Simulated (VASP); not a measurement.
Shape and ions are relaxed at each volume.

Consider the following.

```cif
data_Mg3Sb2
_chemical_formula_sum 'Mg3 Sb2'
_space_group_name_H-M_alt 'P-3m1'
_space_group_IT_number 164
_space_group_name_Hall '-P 3 2"'
_cell_length_a 4.56040
_cell_length_b 4.56040
_cell_length_c 7.22276
_cell_angle_alpha 90.000
_cell_angle_beta 90.000
_cell_angle_gamma 120.000
loop_
_atom_site_label
_atom_site_type_symbol
_atom_site_symmetry_multiplicity
_atom_site_Wyckoff_symbol
_atom_site_fract_x
_atom_site_fract_y
_atom_site_fract_z
_atom_site_occupancy
Mg1 Mg 1 a 0.00000 0.00000 0.00000 1
Mg2 Mg 2 d 0.66667 0.33333 0.36657 1
Sb1 Sb 2 d 0.33333 0.66667 0.22745 1
```

Method: SCAN meta-GGA, VASP's PBE PAW potentials (set 64) (plane waves; VASP). Run with 520 eV cut-off, 6×6×3 Γ-centred mesh, Gaussian smearing of 0.050 eV, potentials Mg Sb.

Question: Give the energy at these volumes per atom, relative to the lowest: 24.44, 25.22, 26.00, 26.78, 27.56 Å³.

Answer: 15.2, 3.7, 0.0, 3.1, 11.9 meV/atom. A third-order Birch-Murnaghan fit gives B0 = 45.9 GPa and B0′ = 4.2.

The compound is Mg3Sb2 in the a-la2o3 structure. It was relaxed first.
